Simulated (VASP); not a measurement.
```xyz
2
Lattice="0.0000 2.9308 2.9308 2.9308 0.0000 2.9308 2.9308 2.9308 0.0000" Properties=species:S:1:pos:R:3 pbc="T T T"
Pb     0.0000     0.0000     0.0000
S      2.9308     2.9308     2.9308
```

The numbers are results of PBE GGA, VASP's PBE PAW potentials (set 64) (plane waves; VASP), not measurements. Run with 300 eV cut-off, 5×5×5 Γ-centred mesh, Fermi-Dirac smearing of 0.010 eV, potentials Pb_d S.

Unless said otherwise, spin-orbit coupling is left out, though it shifts the bands of the heavy elements here.

Q: Give the energies of bands 7 to 13 at the high-symmetry points, in eV from the valence-band maximum.

A: 
```json
[
 {"band": "7", "Γ": "-6.02", "X": "-7.30", "U": "-8.18", "L": "-9.11", "W": "-8.13"},
 {"band": "8", "Γ": "-2.40", "X": "-5.55", "U": "-5.12", "L": "-1.98", "W": "-4.75"},
 {"band": "9", "Γ": "-2.40", "X": "-3.72", "U": "-3.20", "L": "-1.98", "W": "-4.75"},
 {"band": "10", "Γ": "-2.40", "X": "-3.72", "U": "-2.67", "L": "0.00", "W": "-1.15"},
 {"band": "11", "Γ": "5.28", "X": "3.67", "U": "3.28", "L": "0.23", "W": "2.13"},
 {"band": "12", "Γ": "5.28", "X": "5.65", "U": "4.13", "L": "1.84", "W": "4.62"},
 {"band": "13", "Γ": "5.28", "X": "5.78", "U": "5.07", "L": "1.84", "W": "4.62"}
]
```

The gap is direct, 0.23 eV, from the valence maximum at L to the conduction minimum at L.

The structure is a typed PbS crystal. The cell was not relaxed at this level.
